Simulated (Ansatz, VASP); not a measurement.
MgSc2C2 in VASP and in Ansatz

INCAR

```
PREC = Accurate
ENCUT = 520
EDIFF = 1E-7
ISMEAR = 0
SIGMA = 0.1
LREAL = False
LASPH = True
NELM = 60
ALGO = Normal
ISIF = 2
LWAVE = False
LCHARG = False
GGA = PE
NBANDS = 43
```

KPOINTS

```
Automatic mesh
0
Gamma
  4 4 4
```

The input POSCAR:

```
MgSc2C2
1.0
    4.9640415976     -2.9485386563      0.0000000000
    4.9640415976      2.9485386563      0.0000000000
   -0.0584720688      0.0000000000      5.4754675124
Mg Sc C
2 4 4
Direct
    0.8756730859      0.1243269141      0.7500000000
    0.1243269141      0.8756730859      0.2500000000
    0.5035957593      0.1262510397      0.2508569928
    0.1262510397      0.5035957593      0.7508569928
    0.4964042407      0.8737489603      0.7491430072
    0.8737489603      0.4964042407      0.2491430072
    0.1755585535      0.1762131596      0.9991883453
    0.8237868404      0.8244414465      0.5008116547
    0.8244414465      0.8237868404      0.0008116547
    0.1762131596      0.1755585535      0.4991883453
```

Input for Ansatz:

```yaml
crystal:
  lattice:
    - [4.9640415976, -2.9485386563, 0.0]
    - [4.9640415976, 2.9485386563, 0.0]
    - [-0.0584720688, 0.0, 5.4754675124]
  atoms:
    - { symbol: Mg, position: [0.8756730859, 0.1243269141, 0.75] }
    - { symbol: Mg, position: [0.1243269141, 0.8756730859, 0.25] }
    - { symbol: Sc, position: [0.5035957593, 0.1262510397, 0.2508569928] }
    - { symbol: Sc, position: [0.1262510397, 0.5035957593, 0.7508569928] }
    - { symbol: Sc, position: [0.4964042407, 0.8737489603, 0.7491430072] }
    - { symbol: Sc, position: [0.8737489603, 0.4964042407, 0.2491430072] }
    - { symbol: C, position: [0.1755585535, 0.1762131596, 0.9991883453] }
    - { symbol: C, position: [0.8237868404, 0.8244414465, 0.5008116547] }
    - { symbol: C, position: [0.8244414465, 0.8237868404, 0.0008116547] }
    - { symbol: C, position: [0.1762131596, 0.1755585535, 0.4991883453] }
basis:
  ecutwfc: 420
kpoints:
  mp_grid: { grid: [4, 4, 4] }
hamiltonian:
  xc: pbe
scf:
  occupations: { method: gaussian, width: 0.1 }
  lower_state_search: "off"
output:
  forces: true
  stress: true
  eigenvalues: true
```

Change from the starting cell: the structure that the rattled cell fell into.

Alike in both runs: task single point; functional PBE; k mesh 4 × 4 × 4; occupations gaussian, width 0.1 eV; no spin polarisation.

|  | VASP | Ansatz |
| --- | --- | --- |
| version | VASP 6.6.1 | Ansatz 0.2.0 |
| potentials or method | VASP PAW PBE potentials, release 64 (Mg, Sc_sv, C) | scalar-relativistic, plane waves, PAW |
| plane-wave cutoff (eV) | 520 | 420 |
| valence electrons in the cell | 64 | 80 |

```csv
,VASP,Ansatz,Ansatz less VASP
gap on the k mesh at the Fermi level (eV),none,none,-
pressure (GPa),-0.1,-0.3,-0.24
largest component of the traceless stress (GPa),0.96,0.85,-0.113
rms of the force components (eV/Å),0.064,0.055,-0.0096
```

Atom by atom the forces differ by 0.023 eV/Å (rms over components). A gap of «none» marks a metal or a gap that the smearing closes. The two sets of potentials don't hold the same shells in valence.
